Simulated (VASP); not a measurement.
# SnAs (Fm-3m) in VASP: band structure with LDA

Aim: the band structure of SnAs with LDA.

Program: VASP 6.6.1. These are calculated values, not measurements. Logs are shortened: lines on timing, memory, paths and dates and some standing lists are left out, and cuts for length are marked.

## Step 1: The structure

The structure is cubic, space group Fm-3m (No. 225). Conventional cell: a = 5.676 Å, b = 5.676 Å, c = 5.676 Å, α = 90.00°, β = 90.00°, γ = 90.00°. Sn (site symmetry m-3m) is surrounded by 6 As at 2.84 Å. As (site symmetry m-3m) is surrounded by 6 Sn at 2.84 Å.

## Step 2: Band structure, LDA

File INCAR:

```
SYSTEM = SnAs
  PREC = Accurate
  ENCUT = 520
  EDIFF = 1E-7
  ISMEAR = 0
  SIGMA = 0.02
  LREAL = .FALSE.
  LASPH = .TRUE.
  NELM = 80
  ALGO = Fast
  ISIF = 2
  LWAVE = .FALSE.
  LCHARG = .FALSE.
  GGA = CA
  NBANDS = 16
```

File KPOINTS:

```
regular mesh
0
G
  10 10 10
  0 0 0
```

File POSCAR:

```
SnAs                                    
1.0
    0.0000000000      2.8379016485      2.8379016485
    2.8379016485     -0.0000000000      2.8379016485
    2.8379016485      2.8379016485      0.0000000000
  Sn              As            
     1     1
Direct
     0.0000000000000000    0.0000000000000000    0.0000000000000000
     0.5000000000000000    0.5000000000000000    0.5000000000000000
```

File KPOINTS_OPT:

```
path GXWKGLUWLK,UX
20
line-mode
reciprocal
 0.0000000000  0.0000000000  0.0000000000  G
 0.5000000000  0.0000000000  0.5000000000  X

 0.5000000000  0.0000000000  0.5000000000  X
 0.5000000000  0.2500000000  0.7500000000  W

 0.5000000000  0.2500000000  0.7500000000  W
 0.3750000000  0.3750000000  0.7500000000  K

 0.3750000000  0.3750000000  0.7500000000  K
 0.0000000000  0.0000000000  0.0000000000  G

 0.0000000000  0.0000000000  0.0000000000  G
 0.5000000000  0.5000000000  0.5000000000  L

 0.5000000000  0.5000000000  0.5000000000  L
 0.6250000000  0.2500000000  0.6250000000  U

 0.6250000000  0.2500000000  0.6250000000  U
 0.5000000000  0.2500000000  0.7500000000  W

 0.5000000000  0.2500000000  0.7500000000  W
 0.5000000000  0.5000000000  0.5000000000  L

 0.5000000000  0.5000000000  0.5000000000  L
 0.3750000000  0.3750000000  0.7500000000  K

 0.6250000000  0.2500000000  0.6250000000  U
 0.5000000000  0.0000000000  0.5000000000  X
```

Potentials or basis: VASP PAW LDA potentials, release 64 (Sn_d, As).

Started as:

```
cat potpaw_LDA.64/Sn_d/POTCAR potpaw_LDA.64/As/POTCAR > POTCAR
mpirun -np 1 vasp_std > vasp.out
```

OUTCAR:

```text
SYSTEM = SnAs
   PREC = Accurate
   ENCUT = 520
   EDIFF = 1E-7
   ISMEAR = 0
   LREAL = .FALSE.
   LASPH = .TRUE.
   NELM = 80
   ISIF = 2
   GGA = CA

 ion  position               nearest neighbor table
   1  0.000  0.000  0.000-   2 2.84   2 2.84   2 2.84   2 2.84   2 2.84   2 2.84
   2  0.500  0.500  0.500-   1 2.84   1 2.84   1 2.84   1 2.84   1 2.84   1 2.84

  LATTYP: Found a face centered cubic cell.
 ALAT       =     5.6758032970

  Lattice vectors:

 A1 = (   0.0000000000,   2.8379016485,   2.8379016485)
 A2 = (   2.8379016485,   0.0000000000,   2.8379016485)
 A3 = (   2.8379016485,   2.8379016485,   0.0000000000)

Analysis of symmetry for initial positions (statically):
=====================================================================
 Subroutine PRICEL returns:
 Original cell was already a primitive cell.

 Routine SETGRP: Setting up the symmetry group for a
 face centered cubic supercell.

 Subroutine GETGRP returns: Found 48 space group operations
 (whereof 48 operations were pure point group operations)
 out of a pool of 48 trial point group operations.

The static configuration has the point symmetry O_h .

Analysis of symmetry for dynamics (positions and initial velocities):
=====================================================================
 Subroutine PRICEL returns:
 Original cell was already a primitive cell.

 Routine SETGRP: Setting up the symmetry group for a
 face centered cubic supercell.

 Subroutine GETGRP returns: Found 48 space group operations
 (whereof 48 operations were pure point group operations)
 out of a pool of 48 trial point group operations.

The dynamic configuration has the point symmetry O_h .

 Subroutine INISYM returns: Found 48 space group operations
 (whereof 48 operations are pure point group operations),
 and found     1 'primitive' translations

----------------------------------------------------------------------------------------

                                     Primitive cell

  volume of cell :      45.7111

  direct lattice vectors                    reciprocal lattice vectors
     0.000000000  2.837901648  2.837901648    -0.176186515  0.176186515  0.176186515
     2.837901648  0.000000000  2.837901648     0.176186515 -0.176186515  0.176186515
     2.837901648  2.837901648  0.000000000     0.176186515  0.176186515 -0.176186515

  length of vectors
     4.013399000  4.013399000  4.013399000     0.305163995  0.305163995  0.305163995

  position of ions in fractional coordinates (direct lattice)
     0.000000000  0.000000000  0.000000000
     0.500000000  0.500000000  0.500000000

  ion indices of the primitive-cell ions
   primitive index   ion index
                 1           1
                 2           2

----------------------------------------------------------------------------------------

 KPOINTS: regular mesh

Automatic generation of k-mesh.
 Grid dimensions read from file:
 generate k-points for:   10   10   10

 Generating k-lattice:

  Cartesian coordinates                     Fractional coordinates (reciprocal lattice)
    -0.017618651  0.017618651  0.017618651     0.100000000  0.000000000  0.000000000
     0.017618651 -0.017618651  0.017618651     0.000000000  0.100000000  0.000000000
     0.017618651  0.017618651 -0.017618651     0.000000000  0.000000000  0.100000000

  Length of vectors
     0.030516399  0.030516399  0.030516399

  Shift w.r.t. Gamma in fractional coordinates (k-lattice)
     0.000000000  0.000000000  0.000000000

 Subroutine IBZKPT returns following result:
 ===========================================

 Found     47 irreducible k-points:

 Following reciprocal coordinates:
            Coordinates               Weight
  0.000000  0.000000  0.000000      1.000000
  0.100000  0.000000  0.000000      8.000000
  0.200000  0.000000  0.000000      8.000000
  0.300000  0.000000  0.000000      8.000000
  0.400000  0.000000  0.000000      8.000000
  0.500000  0.000000  0.000000      4.000000
[... 16 lines left out ...]
  0.300000  0.300000  0.000000      6.000000
  0.400000  0.300000  0.000000     24.000000
 [... further k-points ...]
   k-points           NKPTS =     47   k-points in BZ     NKDIM =     47   number of bands    NBANDS=     16
   number of dos      NEDOS =    301   number of ions     NIONS =      2
   total plane-waves  NPLWV =  27000
   dimension x,y,z NGX =    30 NGY =   30 NGZ =   30
   dimension x,y,z NGXF=    60 NGYF=   60 NGZF=   60
   ions per type =               1   1
   NGX,Y,Z   is equivalent  to a cutoff of  12.43, 12.43, 12.43 a.u.
   NGXF,Y,Z  is equivalent  to a cutoff of  24.85, 24.85, 24.85 a.u.
 SYSTEM =  SnAs
   PREC   = accura    normal or accurate (medium, high low for compatibility)
   ISTART =      0    job   : 0-new  1-cont  2-samecut
   ICHARG =      2    charge: 1-file 2-atom 10-const
   ISPIN  =      1    spin polarized calculation?
   LNONCOLLINEAR =      F non collinear calculations
   LSORBIT =      F    spin-orbit coupling
   LASPH  =      T    aspherical Exc in radial PAW
   ENCUT  =  520.0 eV  38.22 Ry    6.18 a.u.   7.46  7.46  7.46*2*pi/ulx,y,z
   NELM   =     80;   NELMIN=  2; NELMDL= -5     # of ELM steps
   EDIFF  = 0.1E-06   stopping-criterion for ELM
   LREAL  =      F    real-space projection
   EDIFFG = 0.1E-05   stopping-criterion for IOM
   NSW    =      0    number of steps for IOM
   IBRION =     -1    ionic relax: 0-MD 1-quasi-New 2-CG
   NFREE  =      0    steps in history (QN), initial steepest desc. (CG)
   ISIF   =      2    stress and relaxation
   ISYM   =      2    0-nonsym 1-usesym 2-fastsym
   POTIM  = 0.5000    time-step for ionic-motion
   TEBEG  =    0.0;   TEEND  =   0.0 temperature during run
   PSTRESS=    0.0 pullay stress
   NELECT =      19.0000    total number of electrons
   NUPDOWN=      -1.0000    fix difference up-down
   EMIN   =  10.00;   EMAX   =-10.00  energy-range for DOS
   EFERMI =   0.00;   METHOD = LEGACY
   ISMEAR =     0;   SIGMA  =   0.02  broadening in eV -4-tet -1-fermi 0-gaus
   EFERMI_NEDOS =   21; number of points for ismear=-14 and -15
   IALGO  =     68    algorithm
   IMIX   =      4    mixing-type and parameters
     AMIX     =   0.40;   BMIX     =  1.00
     AMIX_MAG =   1.60;   BMIX_MAG =  1.00
  volume/ion in A,a.u.               =      22.86       154.24
  Fermi-wavevector in a.u.,A,eV,Ry     =   1.221758  2.308789 20.309332  1.492694
  Thomas-Fermi vector in A             =   2.356929
   LORBIT       =      0    0 simple, 1 ext, 2 COOP (PROOUT), +10 PAW based schemes
   GGA     = CA    functional components
   LHFCALC =     F    Hartree Fock is set to
   AEXX    =    0.0000 exact exchange contribution
   IVDW    =     0    specifies the selected vdW correction
   LEPSILON=     F    determine dielectric tensor
   LRPA    =     F    only Hartree local field effects (RPA)
 non-spin polarized calculation
 RMM-DIIS sequential band-by-band and
 Gauss-broadening in eV      SIGMA  =   0.02
  energy-cutoff  :      520.00
  volume of cell :       45.71
 maximum number of plane-waves:      1251
 NGX is ok and might be reduce to    30
   NGX = 15   NGY = 15   NGZ = 15

 number of electron      18.9999999 magnetization

 Free energy of the ion-electron system (eV)
  ---------------------------------------------------
  ext. energy  EPLUGINS =         0.00000000
  ---------------------------------------------------
  free energy    TOTEN  =       -10.05208213 eV

  energy without entropy =      -10.05152783  energy(sigma->0) =      -10.05180498

 E-fermi :   7.3382     XC(G=0): -10.6503

 val. band max:        7.3113936250   @ k =  -0.3000   0.5000   0.2000
 cond. band min:       7.3408834055   @ k =   0.4000   0.2000   0.1000
 fundamental gap:      0.0294897805
 Fermi energy:         7.3381711005

 k-point     1 :       0.0000    0.0000    0.0000
  band No.  band energies     occupation
      1     -14.2807      2.00000
      2     -14.2807      2.00000
      3     -14.2665      2.00000
      4     -14.2665      2.00000
      5     -14.2665      2.00000
      6      -6.1687      2.00000
[... 8 lines left out ...]
     15      13.2974      0.00000
     16      13.2974      0.00000

 k-point     2 :       0.1000    0.0000    0.0000
  band No.  band energies     occupation
      1     -14.2819      2.00000
      2     -14.2819      2.00000
      3     -14.2662      2.00000
      4     -14.2646      2.00000
      5     -14.2646      2.00000
      6      -6.0456      2.00000
[... 8 lines left out ...]
     15      13.5969      0.00000
     16      13.5969      0.00000

 k-point     3 :       0.2000    0.0000    0.0000
  band No.  band energies     occupation
      1     -14.2857      2.00000
      2     -14.2857      2.00000
      3     -14.2653      2.00000
      4     -14.2587      2.00000
      5     -14.2587      2.00000
      6      -5.6825      2.00000
[... 8 lines left out ...]
     15      14.3391      0.00000
     16      14.3391      0.00000

 k-point     4 :       0.3000    0.0000    0.0000
  band No.  band energies     occupation
      1     -14.2909      2.00000
      2     -14.2909      2.00000
      3     -14.2643      2.00000
      4     -14.2507      2.00000
      5     -14.2507      2.00000
      6      -5.1059      2.00000
[... 8 lines left out ...]
     15      15.4899      0.00000
     16      15.4899      0.00000

 k-point     5 :       0.4000    0.0000    0.0000
  band No.  band energies     occupation
      1     -14.2953      2.00000
      2     -14.2953      2.00000
      3     -14.2635      2.00000
      4     -14.2442      2.00000
      5     -14.2442      2.00000
      6      -4.4118      2.00000
[... 8 lines left out ...]
     15      16.9775      0.00000
     16      16.9775      0.00000

 k-point     6 :       0.5000    0.0000    0.0000
  band No.  band energies     occupation
      1     -14.2970      2.00000
      2     -14.2970      2.00000
      3     -14.2633      2.00000
      4     -14.2416      2.00000
      5     -14.2416      2.00000
      6      -3.9993      2.00000
[... 8 lines left out ...]
     15      18.2886      0.00000
     16      18.2928      0.00000
[... 267 lines left out ...]
 k-point    21 :      -0.3000    0.2000    0.0000
  band No.  band energies     occupation
      1     -14.2986      2.00000
      2     -14.2916      2.00000
      3     -14.2583      2.00000
      4     -14.2477      2.00000
      5     -14.2468      2.00000
      6      -4.2715      2.00000
[... 8 lines left out ...]
     15      15.4481      0.00000
     16      17.6352      0.00000

 k-point    22 :      -0.2000    0.2000    0.0000
  band No.  band energies     occupation
      1     -14.2916      2.00000
      2     -14.2913      2.00000
      3     -14.2622      2.00000
      4     -14.2532      2.00000
      5     -14.2484      2.00000
      6      -4.9118      2.00000
[... 8 lines left out ...]
     15      14.7669      0.00000
     16      17.8867      0.00000

 k-point    23 :       0.3000    0.3000    0.0000
  band No.  band energies     occupation
      1     -14.3148      2.00000
      2     -14.2762      2.00000
      3     -14.2705      2.00000
      4     -14.2429      2.00000
      5     -14.2429      2.00000
      6      -4.7529      2.00000
[... 8 lines left out ...]
     15      17.5086      0.00000
     16      18.3534      0.00000

 k-point    24 :       0.4000    0.3000    0.0000
  band No.  band energies     occupation
      1     -14.3214      2.00000
      2     -14.2761      2.00000
      3     -14.2708      2.00000
      4     -14.2389      2.00000
      5     -14.2375      2.00000
      6      -4.2461      2.00000
[... 8 lines left out ...]
     15      18.5927      0.00000
     16      19.1463      0.00000

 [... further k-points ...]
[... 5 lines left out ...]
  --------------------------------------------------------------------------------------
  -------------------------------------------------------------------------------------
  Total       -0.0035237     -0.0035237     -0.0035237     -0.0000000      0.0000000      0.0000000
  in kB       -0.1235046     -0.1235046     -0.1235046     -0.0000000      0.0000000      0.0000000
  external PRESSURE =      -0.1235046 kB  Pullay stress =       0.0000000 kB

 VOLUME and BASIS-vectors are now :
 -----------------------------------------------------------------------------
  energy-cutoff  :      520.00
  volume of cell :       45.71
      direct lattice vectors                 reciprocal lattice vectors
     0.000000000  2.837901648  2.837901648    -0.176186515  0.176186515  0.176186515
     2.837901648  0.000000000  2.837901648     0.176186515 -0.176186515  0.176186515
     2.837901648  2.837901648  0.000000000     0.176186515  0.176186515 -0.176186515

 POSITION                                       TOTAL-FORCE (eV/Angst)
 -----------------------------------------------------------------------------------
      0.00000      0.00000      0.00000        -0.000000      0.000000      0.000000
      2.83790      2.83790      2.83790         0.000000     -0.000000     -0.000000
 -----------------------------------------------------------------------------------
    total drift:                               -0.000000      0.000000      0.000000

  FREE ENERGIE OF THE ION-ELECTRON SYSTEM (eV)
  ---------------------------------------------------
  free  energy   TOTEN  =       -10.0520821327 eV

  energy  without entropy=      -10.0515278312  energy(sigma->0) =      -10.05180498
```

Wall time 2.3 min (1 thread of Intel Xeon Platinum 8375C at 2.90GHz (Ice Lake), shared host); peak memory 0.19 GiB.

Results:

| Item | Value |
| --- | --- |
| Free energy | -10.0521 eV |
| Pressure | 0.0 GPa |
| Band gap along the path | none (metal or under the smearing width) |

Levels at the corners of the path, in eV from the Fermi level:
```csv
point,band 8,band 9,band 10,band 11,band 12,band 13
Γ,-1.24,-1.24,-1.24,5.39,5.39,5.39
X,-5.73,-3.51,-3.51,2.58,7.51,7.51
X,-5.73,-3.51,-3.51,2.58,7.51,7.51
W,-5.08,-5.08,0.83,2.05,5.90,5.90
W,-5.08,-5.08,0.83,2.05,5.90,5.90
K,-5.56,-2.86,-1.97,4.44,4.98,6.12
K,-5.56,-2.86,-1.97,4.44,4.98,6.12
Γ,-1.24,-1.24,-1.24,5.39,5.39,5.39
Γ,-1.24,-1.24,-1.24,5.39,5.39,5.39
L,-0.73,-0.73,0.73,1.21,1.21,2.34
L,-0.73,-0.73,0.73,1.21,1.21,2.34
U,-5.56,-2.86,-1.97,4.44,4.98,6.12
U,-5.56,-2.86,-1.97,4.44,4.98,6.12
W,-5.08,-5.08,0.83,2.05,5.90,5.90
W,-5.08,-5.08,0.83,2.05,5.90,5.90
L,-0.73,-0.73,0.73,1.21,1.21,2.34
L,-0.73,-0.73,0.73,1.21,1.21,2.34
K,-5.56,-2.86,-1.97,4.44,4.98,6.12
U,-5.56,-2.86,-1.97,4.44,4.98,6.12
X,-5.73,-3.51,-3.51,2.58,7.51,7.51
```

Caveat: spin-orbit coupling is left out, which moves the levels of the heavy elements.
